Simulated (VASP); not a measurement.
Here is the system:

```yaml
crystal:
  lattice:
    - [2.69926, 0.00000, 0.00000]
    - [-1.34963, 2.33762, 0.00000]
    - [0.00000, 0.00000, 7.62271]
  atoms:
    - { symbol: Co, position: [0.00000, 0.00000, 0.00000], spin: 1.1 }
    - { symbol: Co, position: [0.00000, 0.00000, 0.50000], spin: 1.1 }
    - { symbol: Al, position: [0.33333, 0.66667, 0.25000] }
    - { symbol: Al, position: [0.66667, 0.33333, 0.75000] }
```

Level of theory: r2SCAN meta-GGA, VASP's PBE PAW potentials (set 64) (plane waves; VASP). Run with 400 eV cut-off, 14×14×5 Γ-centred mesh, tetrahedra with Blöchl corrections, potentials Co Al.

The cores are frozen, which limits the accuracy of field gradients.

Task: Give the principal components of the electric field gradient (V/Å²) and the asymmetry η at each nucleus.

Result: 
```json
[
 {"atom": "Co1", "Vxx": "32.4", "Vyy": "32.4", "Vzz": "-64.9", "η": "0.00"},
 {"atom": "Co2", "Vxx": "32.4", "Vyy": "32.4", "Vzz": "-64.9", "η": "0.00"},
 {"atom": "Al3", "Vxx": "10.9", "Vyy": "10.9", "Vzz": "-21.7", "η": "0.00"},
 {"atom": "Al4", "Vxx": "10.9", "Vyy": "10.9", "Vzz": "-21.7", "η": "0.00"}
]
```

The structure was generated: CoAl was put into the NiAs type type (P6_3/mmc), which need not be its known phase. It was relaxed first, which changed the volume by -34 %.
